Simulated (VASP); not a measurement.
Output of a VASP run:

File OUTCAR:
```
 ion  position               nearest neighbor table
   1  0.333  0.667  0.250-   2 3.49   2 3.49   2 3.49   2 3.49   2 3.49   2 3.49
   2  0.667  0.333  0.750-   1 3.49   1 3.49   1 3.49   1 3.49   1 3.49   1 3.49
  LATTYP: Found a hexagonal cell.
 ALAT       =     3.6197898098
 C/A-ratio  =     1.5438092166
 Subroutine PRICEL returns:
 Original cell was already a primitive cell.
 Subroutine GETGRP returns: Found 24 space group operations
The static configuration has the point symmetry D_3d.
 The point group associated with its full space group is D_6h.
The dynamic configuration has the point symmetry D_3d.
 Subroutine INISYM returns: Found 24 space group operations
 Subroutine IBZKPT returns following result:
 Found     64 irreducible k-points:

 Following reciprocal coordinates:
            Coordinates               Weight
  0.000000  0.000000  0.000000      1.000000
  0.090909  0.000000  0.000000      6.000000
  0.181818 -0.000000  0.000000      6.000000
  0.272727  0.000000  0.000000      6.000000
  0.363636 -0.000000  0.000000      6.000000
  0.454545 -0.000000  0.000000      6.000000
  0.090909  0.090909  0.000000      6.000000
  0.181818  0.090909  0.000000     12.000000
  0.272727  0.090909  0.000000     12.000000
  0.363636  0.090909  0.000000     12.000000
  0.454545  0.090909  0.000000      6.000000
  0.181818  0.181818  0.000000      6.000000
  0.272727  0.181818  0.000000     12.000000
  0.363636  0.181818  0.000000     12.000000
  0.272727  0.272727  0.000000      6.000000
  0.363636  0.272727  0.000000      6.000000
  0.000000  0.000000  0.142857      2.000000
  0.090909  0.000000  0.142857     12.000000
  0.181818 -0.000000  0.142857     12.000000
  0.272727  0.000000  0.142857     12.000000
  0.363636 -0.000000  0.142857     12.000000
  0.454545 -0.000000  0.142857     12.000000
  0.090909  0.090909  0.142857     12.000000
  0.181818  0.090909  0.142857     24.000000
  0.272727  0.090909  0.142857     24.000000
  0.363636  0.090909  0.142857     24.000000
  0.454545  0.090909  0.142857     12.000000
  0.181818  0.181818  0.142857     12.000000
  0.272727  0.181818  0.142857     24.000000
  0.363636  0.181818  0.142857     24.000000
  0.272727  0.272727  0.142857     12.000000
  0.363636  0.272727  0.142857     12.000000
  0.000000  0.000000  0.285714      2.000000
  0.090909  0.000000  0.285714     12.000000
  0.181818 -0.000000  0.285714     12.000000
  0.272727  0.000000  0.285714     12.000000
  0.363636 -0.000000  0.285714     12.000000
  0.454545 -0.000000  0.285714     12.000000
  0.090909  0.090909  0.285714     12.000000
  0.181818  0.090909  0.285714     24.000000
   k-points           NKPTS =     64   k-points in BZ     NKDIM =     64   number of bands    NBANDS=     15
   number of dos      NEDOS =    301   number of ions     NIONS =      2
   total plane-waves  NPLWV =  32928
   dimension x,y,z NGX =    28 NGY =   28 NGZ =   42
   dimension x,y,z NGXF=    56 NGYF=   56 NGZF=   84
   ions per type =               2
   PREC   = accura    normal or accurate (medium, high low for compatibility)
   ISTART =      0    job   : 0-new  1-cont  2-samecut
   ICHARG =      2    charge: 1-file 2-atom 10-const
   ISPIN  =      1    spin polarized calculation?
   LNONCOLLINEAR =      F non collinear calculations
   LSORBIT =      F    spin-orbit coupling
   INIWAV =      1    electr: 0-lowe 1-rand  2-diag
   ENCUT  =  520.0 eV  38.22 Ry    6.18 a.u.   6.73  6.73 10.39*2*pi/ulx,y,z
   NELM   =    100;   NELMIN=  2; NELMDL= -5     # of ELM steps
   EDIFF  = 0.1E-06   stopping-criterion for ELM
   LREAL  =      F    real-space projection
   NLSPLINE    = F    spline interpolate recip. space projectors
   LMAXMIX     =    4 max onsite mixed and CHGCAR
   VOSKOWN=      0    Vosko Wilk Nusair interpolation
   EDIFFG = -.1E-01   stopping-criterion for IOM
   NSW    =     30    number of steps for IOM
...
```

### OSZICAR
```
       N       E                     dE             d eps       ncg     rms          rms(c)
DAV:   1     0.934023609727E+02    0.93402E+02   -0.11703E+04  1928   0.140E+03
DAV:   2     0.568744928958E+00   -0.92834E+02   -0.91883E+02  2376   0.286E+02
DAV:   3    -0.707685572831E+01   -0.76456E+01   -0.75492E+01  3717   0.479E+01
DAV:   4    -0.722011263774E+01   -0.14326E+00   -0.14322E+00  2131   0.761E+00
DAV:   5    -0.722405663411E+01   -0.39440E-02   -0.39439E-02  2788   0.954E-01    0.332E+01
DAV:   6    -0.701898802210E+01    0.20507E+00   -0.35884E-01  1934   0.465E+00    0.204E+01
DAV:   7    -0.701961299284E+01   -0.62497E-03   -0.67568E-01  2556   0.606E+00    0.176E+00
DAV:   8    -0.701475353482E+01    0.48595E-02   -0.14590E-01  2326   0.244E+00    0.111E+00
DAV:   9    -0.701354177677E+01    0.12118E-02   -0.35381E-03  2807   0.440E-01    0.368E-01
DAV:  10    -0.701368595139E+01   -0.14417E-03   -0.15261E-03  2066   0.414E-01    0.256E-01
DAV:  11    -0.701366077513E+01    0.25176E-04   -0.82015E-05  2448   0.784E-02    0.855E-02
DAV:  12    -0.701366941403E+01   -0.86389E-05   -0.12202E-05  2333   0.346E-02    0.219E-02
DAV:  13    -0.701367532820E+01   -0.59142E-05   -0.46741E-06  2689   0.207E-02    0.662E-03
DAV:  14    -0.701367516047E+01    0.16772E-06   -0.16880E-07  1898   0.412E-03    0.173E-03
DAV:  15    -0.701367509491E+01    0.65562E-07   -0.20659E-08  1380   0.174E-03
   1 F= -.70136751E+01 E0= -.70126627E+01  d E =-.701368E+01
       N       E                     dE             d eps       ncg     rms          rms(c)
DAV:   1    -0.701777634521E+01   -0.41012E-02   -0.19787E-01  1920   0.360E+00    0.313E-01
DAV:   2    -0.701556018043E+01    0.22162E-02   -0.59855E-03  2081   0.550E-01    0.185E-01
DAV:   3    -0.701461595975E+01    0.94422E-03   -0.27949E-03  2466   0.379E-01    0.973E-02
DAV:   4    -0.701462524599E+01   -0.92862E-05   -0.86514E-05  2326   0.699E-02    0.396E-02
DAV:   5    -0.701462127933E+01    0.39667E-05   -0.19095E-05  2417   0.342E-02    0.455E-03
DAV:   6    -0.701462134024E+01   -0.60912E-07   -0.67416E-07  2566   0.615E-03
   2 F= -.70146213E+01 E0= -.70136954E+01  d E =-.946245E-03
       N       E                     dE             d eps       ncg     rms          rms(c)
DAV:   1    -0.701675463933E+01   -0.21334E-02   -0.11736E-01  1920   0.277E+00    0.242E-01
DAV:   2    -0.701542753806E+01    0.13271E-02   -0.35611E-03  2067   0.424E-01    0.145E-01
DAV:   3    -0.701486795883E+01    0.55958E-03   -0.16639E-03  2459   0.292E-01    0.783E-02
DAV:   4    -0.701487392866E+01   -0.59698E-05   -0.51768E-05  2319   0.541E-02    0.311E-02
DAV:   5    -0.701487152847E+01    0.24002E-05   -0.12393E-05  2375   0.273E-02    0.361E-03
DAV:   6    -0.701487157468E+01   -0.46212E-07   -0.43483E-07  2419   0.494E-03
   3 F= -.70148716E+01 E0= -.70139924E+01  d E =-.119648E-02
```

OUTCAR:
```
------------------------ aborting loop because EDIFF is reached ----------------------------------------
  FORCE on cell =-STRESS in cart. coord.  units (eV):
  Direction    XX          YY          ZZ          XY          YZ          ZX
  --------------------------------------------------------------------------------------
  Total        1.1464711      1.1464713      1.1576721      0.0000000      0.0000000     -0.0000000
  in kB       28.9667238     28.9667294     29.2497292      0.0000000      0.0000000     -0.0000000
  external PRESSURE =      29.0610608 kB  Pullay stress =       0.0000000 kB
  volume of cell :       63.41
      direct lattice vectors                 reciprocal lattice vectors
     1.802590047 -3.122177852 -0.000000000     0.277378653 -0.160144625  0.000000000
     1.802590047  3.122177852  0.000000000     0.277378653  0.160144625  0.000000000
     0.000000000  0.000000000  5.633647868     0.000000000 -0.000000000  0.177504882
 POSITION                                       TOTAL-FORCE (eV/Angst)
 -----------------------------------------------------------------------------------
      1.80259      1.04073      1.40841        -0.000000      0.000000      0.000000
      1.80259     -1.04073      4.22524         0.000000     -0.000000      0.000000
 -----------------------------------------------------------------------------------
    total drift:                               -0.000063      0.000519     -0.000010
  FREE ENERGIE OF THE ION-ELECTRON SYSTEM (eV)
  ---------------------------------------------------
  free  energy   TOTEN  =        -7.0148715747 eV

  energy  without entropy=       -7.0122340706  energy(sigma->0) =       -7.01399241

 reached required accuracy - stopping structural energy minimisation
```
(Selected blocks of OUTCAR.)

**POSCAR**
```
Y
1
    1.8098947833    -3.1348300018     0.0000000000
    1.8098947833     3.1348300018     0.0000000000
    0.0000000000     0.0000000000     5.5882648704
Y
2
Direct
  0.3333330000   0.6666670000   0.2500000000
  0.6666670000   0.3333330000   0.7500000000
```

Question: Reconstruct the remaining input files.

Answer: One answer among several that fit: the input of the run itself, vdW-DF2, plane waves, VASP's PBE PAW potentials (set 64).

File KPOINTS:
```
Automatic
0
G
  11 11 7
0 0 0
```

INCAR:
```
! general
SYSTEM   = Y
PREC     = Accurate
ENCUT    = 520
LREAL    = .FALSE.
LASPH    = .TRUE.

! electronic loop
EDIFF    = 1E-7
NELM     = 100
ALGO     = Normal
LMAXMIX  = 4

! smearing
ISMEAR   = 1
SIGMA    = 0.1

! functional
GGA      = ML
LUSE_VDW = .TRUE.
AGGAC    = 0.0
ZAB_VDW  = -1.8867

! ions
IBRION   = 2
NSW      = 30
ISIF     = 4
EDIFFG   = -0.01

! output
LWAVE    = .FALSE.
LCHARG   = .FALSE.
```

POTCAR, in this order: Y_sv (PBE.64 set). Program: vasp_std.

The compound is Y in the hcp structure. This cell is one point of a volume scan, at 0.94 of the reference volume. Symmetry was kept, so distortions that lower it aren't found.
